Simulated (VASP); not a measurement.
The input files of a VASP run:

### KPOINTS
```
Automatic mesh
0
gamma
  8 8 5
```

File POSCAR:
```
Te
5.9451010
  0.3813192952  -0.6604643400   0.0000000000
  0.3813192952   0.6604643400   0.0000000000
  0.0000000000   0.0000000000   0.9999999839
Te
3
Cartesian
  0.1018591453   0.1764252008   0.6666669893
  0.5589202996  -0.0000000000   0.0000000000
  0.1018591453  -0.1764252008   0.3333329946
```

**INCAR**
```
ALGO = Normal
EDIFF = 1E-7
ENCUT = 520
GGA = PE
ISIF = 2
ISMEAR = -5
LASPH = T
LCHARG = T
LMAXMIX = 4
LORBIT = 11
LREAL = F
LWAVE = F
NEDOS = 601
NELM = 100
PREC = Accurate
SYSTEM = Te
```

POTCAR, in this order: Te (PBE.64 set). Program: vasp_std.

### Question
Write an equivalent input for Ansatz.

### Answer
One equivalent input (not run):
Ansatz 0.2 input:
```yaml
crystal:
  lattice:
    - [2.2669817, -3.9265272, 0.0000000]
    - [2.2669817, 3.9265272, 0.0000000]
    - [0.0000000, 0.0000000, 5.9451009]
  atoms:
    - { symbol: Te, position: [0.0000000, 0.2671230, 0.6666670] }
    - { symbol: Te, position: [0.7328770, 0.7328770, 0.0000000] }
    - { symbol: Te, position: [0.2671230, 0.0000000, 0.3333330] }
kpoints:
  mp_grid: { grid: [8, 8, 5] }
hamiltonian:
  xc: pbe
  pseudopotentials: { kind: paw }
scf:
  occupations: { method: tetrahedron }
  max_iter: 100
output: { forces: true, stress: true, eigenvalues: true }
```
The two are equivalent in intent, not identical: each code has its own PAW files, so the cut-off isn't converted (ENCUT is set for VASP's; basis.ecutwfc is left out, and Ansatz then takes the one that its files recommend); Ansatz stops its SCF on the density residual and VASP on the energy change (EDIFF).

The compound is Te in the trig structure. It was relaxed first.
